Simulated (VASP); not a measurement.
Here is the system:

```
BP
1.0
    0.00000     2.29987     2.29987
    2.29987     0.00000     2.29987
    2.29987     2.29987     0.00000
B P
1 1
Direct
  0.00000   0.00000   0.00000
  0.25000   0.25000   0.25000
```

Calculation: G0W0 on PBE orbitals, VASP's PBE PAW potentials (set 64) (plane waves; VASP). Numerical set-up: PREC = Normal, 500 eV cut-off, 4×4×4 Γ-centred mesh, Gaussian smearing of 0.010 eV, potentials B_GW P_GW.

The mesh is coarse and the basis finite, so the quasiparticle values are not converged.

NBANDS = 160, ENCUTGW = 200 eV, NOMEGA = 64. The PBE levels (eV) that the step starts from are:

| state | KS energy | filling |
|---|---|---|
| k1 (0.00, 0.00, 0.00), band 1 | -8.41 | 2 |
| k1 (0.00, 0.00, 0.00), band 2 | 6.71 | 2 |
| k1 (0.00, 0.00, 0.00), band 3 | 6.71 | 2 |
| k1 (0.00, 0.00, 0.00), band 4 | 6.71 | 2 |
| k1 (0.00, 0.00, 0.00), band 5 | 10.04 | 0 |
| k1 (0.00, 0.00, 0.00), band 6 | 10.04 | 0 |
| k1 (0.00, 0.00, 0.00), band 7 | 10.04 | 0 |
| k1 (0.00, 0.00, 0.00), band 8 | 13.48 | 0 |
| k7 (0.50, 0.50, 0.00), band 1 | -3.76 | 2 |
| k7 (0.50, 0.50, 0.00), band 2 | -1.67 | 2 |
| k7 (0.50, 0.50, 0.00), band 3 | 2.73 | 2 |
| k7 (0.50, 0.50, 0.00), band 4 | 2.73 | 2 |
| k7 (0.50, 0.50, 0.00), band 5 | 8.11 | 0 |
| k7 (0.50, 0.50, 0.00), band 6 | 8.39 | 0 |
| k7 (0.50, 0.50, 0.00), band 7 | 18.42 | 0 |
| k7 (0.50, 0.50, 0.00), band 8 | 18.42 | 0 |

Give the quasiparticle energies and renormalisation factors Z.

```json
[
 {"state": "k1 (0.00, 0.00, 0.00), band 1", "QP energy (eV)": "-9.26", "Z": "0.72"},
 {"state": "k1 (0.00, 0.00, 0.00), band 2", "QP energy (eV)": "6.08", "Z": "0.78"},
 {"state": "k1 (0.00, 0.00, 0.00), band 3", "QP energy (eV)": "6.08", "Z": "0.78"},
 {"state": "k1 (0.00, 0.00, 0.00), band 4", "QP energy (eV)": "6.08", "Z": "0.78"},
 {"state": "k1 (0.00, 0.00, 0.00), band 5", "QP energy (eV)": "10.32", "Z": "0.78"},
 {"state": "k1 (0.00, 0.00, 0.00), band 6", "QP energy (eV)": "10.32", "Z": "0.78"},
 {"state": "k1 (0.00, 0.00, 0.00), band 7", "QP energy (eV)": "10.32", "Z": "0.78"},
 {"state": "k1 (0.00, 0.00, 0.00), band 8", "QP energy (eV)": "13.73", "Z": "0.76"},
 {"state": "k7 (0.50, 0.50, 0.00), band 1", "QP energy (eV)": "-4.49", "Z": "0.71"},
 {"state": "k7 (0.50, 0.50, 0.00), band 2", "QP energy (eV)": "-2.52", "Z": "0.71"},
 {"state": "k7 (0.50, 0.50, 0.00), band 3", "QP energy (eV)": "1.96", "Z": "0.76"},
 {"state": "k7 (0.50, 0.50, 0.00), band 4", "QP energy (eV)": "1.96", "Z": "0.76"},
 {"state": "k7 (0.50, 0.50, 0.00), band 5", "QP energy (eV)": "8.15", "Z": "0.79"},
 {"state": "k7 (0.50, 0.50, 0.00), band 6", "QP energy (eV)": "8.47", "Z": "0.80"},
 {"state": "k7 (0.50, 0.50, 0.00), band 7", "QP energy (eV)": "18.82", "Z": "0.73"},
 {"state": "k7 (0.50, 0.50, 0.00), band 8", "QP energy (eV)": "18.82", "Z": "0.73"}
]
```
On the mesh the gap opens from 1.40 to 2.07 eV.

The compound is BP in the zinc blende structure. This cell is one point of a volume scan, at 1.04 of the reference volume. The k-mesh is coarse (spacing up to 0.59 per Å, 2π included), so the numbers may not be converged in it.
